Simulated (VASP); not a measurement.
## KBr (relaxed from the zinc blende structure, space group F-43m): computed properties

These are PBE GGA, VASP's PBE PAW potentials (set 64) (plane waves; VASP) values and carry that method's errors.

For KBr, the space group is F-43m (216) and the cell is a = b = c = 7.4449 Å, α = β = γ = 90.00°. The volume per atom is 51.58 Å³/atom and the band gap (over mesh and band path) is 4.23 eV. The smallest direct gap (over mesh and band path) is 4.24 eV and the band-edge character is indirect, K-Γ at 0.43 to Γ. The density is 1.92 g/cm³.

```cif
data_Br4K4
_chemical_formula_sum 'K4 Br4'
_space_group_name_H-M_alt 'F-43m'
_space_group_IT_number 216
_space_group_name_Hall 'F -4 2 3'
_cell_length_a 7.44492
_cell_length_b 7.44492
_cell_length_c 7.44492
_cell_angle_alpha 90.000
_cell_angle_beta 90.000
_cell_angle_gamma 90.000
loop_
_atom_site_label
_atom_site_type_symbol
_atom_site_symmetry_multiplicity
_atom_site_Wyckoff_symbol
_atom_site_fract_x
_atom_site_fract_y
_atom_site_fract_z
_atom_site_occupancy
K1 K 4 a 0.00000 0.00000 0.00000 1
Br1 Br 4 d 0.75000 0.75000 0.75000 1
```
(The calculation used a cell of 2 atoms; values per cell refer to that cell.)

The structure was generated: KBr was put into the zinc blende type (F-43m), which need not be its known phase. It was relaxed first. Symmetry was kept, so distortions that lower it aren't found.
